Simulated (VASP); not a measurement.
Consider the following.

```
CELL_PARAMETERS angstrom
      0.00000     2.52996     2.52996
      2.52996     0.00000     2.52996
      2.52996     2.52996     0.00000
ATOMIC_POSITIONS crystal
  Hf 0.00000 0.00000 0.00000
  O  0.25000 0.25000 0.25000
  O  0.75000 0.75000 0.75000
```

These are TPSS meta-GGA, VASP's PBE PAW potentials (set 64) (plane waves; VASP) values and carry that method's errors. Settings: 520 eV cut-off, 8×8×8 Γ-centred mesh, Gaussian smearing of 0.050 eV, potentials Hf_pv O.

Give the energy at these volumes per atom, relative to the lowest: 10.14, 10.46, 10.79, 11.11, 11.43 Å³.

36.7, 8.9, 0.0, 7.1, 27.9 meV/atom. A third-order Birch-Murnaghan fit gives B0 = 263 GPa and B0′ = 4.3.

The compound is HfO2 in the fluorite structure, the high-temperature cubic form, which is unstable at 0 K; the monoclinic form is the stable one. It was relaxed first.
